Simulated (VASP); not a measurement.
Crystal: C.

```xyz
4
Lattice="2.4673 0.0000 0.0000 -1.2336 2.1367 0.0000 0.0000 0.0000 7.8031" Properties=species:S:1:pos:R:3 pbc="T T T"
C     0.0000    0.0000    1.9508
C     0.0000    0.0000    5.8523
C     0.0000    1.4245    1.9508
C     1.2336    0.7122    5.8523
```

```yaml
Program: VASP 6.6.1
Task: relaxation of cell and atoms
Functional: PBE
Dispersion: D3(BJ)
Potentials_or_basis: VASP PAW PBE potentials, release 64 (C)
Cutoff: 700 eV
k_mesh: 15 × 15 × 4
Occupations: gaussian, width 0.02 eV
Spin: no spin polarisation
```

At the start: pressure -1.3 GPa; volume 10.28 Å³/atom.

**Question.** How do energy, volume and symmetry change on relaxing?

**Answer.** Over 13 steps the energy falls by 14.2 meV/atom and the volume is 8.81 Å³/atom (-14.3 %); space group P6_3/mmc (No. 194, to 0.05 Å).

Step by step:
```
step  energy change (eV)  largest force (eV/Å)  pressure (GPa)  volume (Å³)
   1              0.0000                0.0000           -1.29        41.14
   2             -0.0031                0.0000            0.64        40.65
   3             -0.0033                0.0000            1.21        40.51
   4             -0.0045                0.0000            1.20        40.42
   5             -0.0080                0.0000            1.19        40.17
   6             -0.0151                0.0000            1.16        39.66
   7             -0.0286                0.0000            1.13        38.65
   8             -0.0500                0.0000            1.18        36.63
   9             -0.0251                0.0000            2.46        32.57
  10             -0.0553                0.0000            1.30        35.68
  11             -0.0561                0.0000            1.41        35.09
  12             -0.0530                0.0000           -3.14        35.64
  13             -0.0568                0.0000            0.00        35.26
```

Final structure:
```
C
1.0
     2.46500    0.00000    0.00000
    -1.23250    2.13475    0.00000
     0.00000    0.00000    6.69989
C
4
Direct
  0.00000 0.00000 0.25000
  0.00000 0.00000 0.75000
  0.33333 0.66667 0.25000
  0.66667 0.33333 0.75000
```
